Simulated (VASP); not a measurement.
A convergence study with VASP on InSb (zinc blende): a few settings are varied, all else stays as given below, so the limit is that of these other settings. The cell's lengths are 1 % over those of the tabulated start and one atom is moved, so it is off equilibrium.

```yaml
crystal:
  lattice:
    - [0.00000, 3.27240, 3.27240]
    - [3.27240, 0.00000, 3.27240]
    - [3.27240, 3.27240, 0.00000]
  atoms:
    - { symbol: In, position: [0.00000, 0.00000, 0.00000] }
    - { symbol: Sb, position: [0.24074, 0.25926, 0.25926] }
```

The numbers are results of PBEsol GGA, VASP's PBE PAW potentials (set 64) (plane waves; VASP), not measurements. The last row used: ADDGRID = .TRUE., 500 eV cut-off, 8×8×8 Γ-centred mesh, Gaussian smearing of 0.050 eV, potentials In_d Sb.

Unless said otherwise, spin-orbit coupling is left out, though it shifts the bands of the heavy elements here.

| setting | E (eV/atom) | pressure (GPa) | plane waves |
|---|---|---|---|
| ADDGRID = unset, ENCUT = 200, PREC = Low | ? | ? | 464 |
| ADDGRID = unset, ENCUT = 200, PREC = Normal | -3.7866 | -8.36 | 464 |
| ADDGRID = .TRUE., ENCUT = 200, PREC = Normal | -3.7864 | -8.35 | 464 |
| ADDGRID = unset, ENCUT = 200, PREC = Accurate | -3.7855 | -8.30 | 464 |
| ADDGRID = .TRUE., ENCUT = 200, PREC = Accurate | -3.7855 | -8.30 | 464 |
| ADDGRID = unset, ENCUT = 300, PREC = Low | -3.8407 | -0.63 | 869 |
| ADDGRID = unset, ENCUT = 300, PREC = Normal | -3.8415 | -0.60 | 869 |
| ADDGRID = .TRUE., ENCUT = 300, PREC = Normal | -3.8414 | -0.60 | 869 |
| ADDGRID = unset, ENCUT = 300, PREC = Accurate | -3.8414 | -0.60 | 869 |
| ADDGRID = .TRUE., ENCUT = 300, PREC = Accurate | -3.8414 | -0.60 | 869 |
| ADDGRID = unset, ENCUT = 400, PREC = Low | ? | ? | 1287 |
| ADDGRID = unset, ENCUT = 400, PREC = Normal | -3.8416 | -0.42 | 1287 |
| ADDGRID = .TRUE., ENCUT = 400, PREC = Normal | -3.8416 | -0.43 | 1287 |
| ADDGRID = unset, ENCUT = 400, PREC = Accurate | -3.8416 | -0.43 | 1287 |
| ADDGRID = .TRUE., ENCUT = 400, PREC = Accurate | -3.8416 | -0.43 | 1287 |
| ADDGRID = unset, ENCUT = 500, PREC = Low | -3.8417 | -0.46 | 1812 |
| ADDGRID = unset, ENCUT = 500, PREC = Normal | -3.8417 | -0.41 | 1812 |
| ADDGRID = .TRUE., ENCUT = 500, PREC = Normal | -3.8417 | -0.41 | 1812 |
| ADDGRID = unset, ENCUT = 500, PREC = Accurate | -3.8417 | -0.41 | 1812 |
| ADDGRID = .TRUE., ENCUT = 500, PREC = Accurate | -3.8417 | -0.41 | 1812 |

### Question
What belongs in the gaps?

### Answer

- ADDGRID = unset, ENCUT = 400, PREC = Low, E (eV/atom): -3.8409
- ADDGRID = unset, ENCUT = 400, PREC = Low, pressure (GPa): -0.45
- ADDGRID = unset, ENCUT = 200, PREC = Low, E (eV/atom): -3.7856
- ADDGRID = unset, ENCUT = 200, PREC = Low, pressure (GPa): -8.38

Left out are rungs that failed or repeat a setting and relaxations that didn't move; long series are thinned to 24 rows.

The compound is InSb in the zinc blende structure. The cell was not relaxed at this level, it is distorted from the ideal structure.
